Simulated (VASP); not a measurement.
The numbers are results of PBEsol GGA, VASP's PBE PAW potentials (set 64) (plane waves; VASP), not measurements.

A VASP calculation is set up with these files.

POSCAR:
```
VSi
1
    2.9637050000     0.0000000000     0.0000000000
    0.0000000000     2.9637050000     0.0000000000
    0.0000000000     0.0000000000     2.9637050000
V Si
1 1
Direct
  0.0000000000   0.0000000000   0.0000000000
  0.5000000000   0.5000000000   0.5000000000
```

### INCAR
```
! general
SYSTEM =VSi
PREC   =Accurate
ENCUT  =400
LREAL  =.False.
LASPH  =.True.

! electronic loop
EDIFF  =1E-6
NELM   =100
ALGO   =Normal
LMAXMIX=4

! smearing
ISMEAR =1
SIGMA  =0.1

! functional
GGA    =PS

! spin
ISPIN  =2
MAGMOM =2.0 0.0

! ions
IBRION =2
NSW    =60
ISIF   =3
EDIFFG =-0.01

! output
LWAVE  =.False.
LCHARG =.False.
LORBIT =10
```

File KPOINTS:
```
Automatic mesh
0
gamma
11 11 11
```

POTCAR, in this order: V_sv Si (PBE.64 set). Program: vasp_std.

Energy and stress use the plane-wave basis of the starting cell.

### Question
Estimate the energy per atom (σ→0), cell moment, volume per atom, band gap (on the k-mesh).

### Answer

The energy per atom (σ→0) is -7.888 eV/atom and the cell moment is 0.00 μB. The band gap (on the k-mesh) comes out as none (metal, semimetal or under 0.01 eV). The volume per atom is 12.69 Å³/atom.

**OSZICAR**
```
...
   3 F= -.15775487E+02 E0= -.15775591E+02  d E =-.907397E-02  mag=    -0.0000
       N       E                     dE             d eps       ncg     rms          rms(c)
DAV:   1    -0.157756256162E+02   -0.13920E-03   -0.22690E-03  3032   0.728E-01    0.136E-01
DAV:   2    -0.157755387495E+02    0.86867E-04   -0.12942E-03  3090   0.446E-01    0.683E-02
DAV:   3    -0.157754869816E+02    0.51768E-04   -0.19271E-04  3110   0.167E-01    0.116E-02
DAV:   4    -0.157754845498E+02    0.24318E-05   -0.93375E-06  2982   0.254E-02    0.359E-03
DAV:   5    -0.157754846063E+02   -0.56554E-07   -0.25102E-07  1561   0.566E-03
   4 F= -.15775485E+02 E0= -.15775593E+02  d E =-.907179E-02  mag=     0.0000
```

The structure was generated: VSi was put into the CsCl type (Pm-3m), which need not be its known phase. This run relaxes it. Symmetry was kept, so distortions that lower it aren't found.
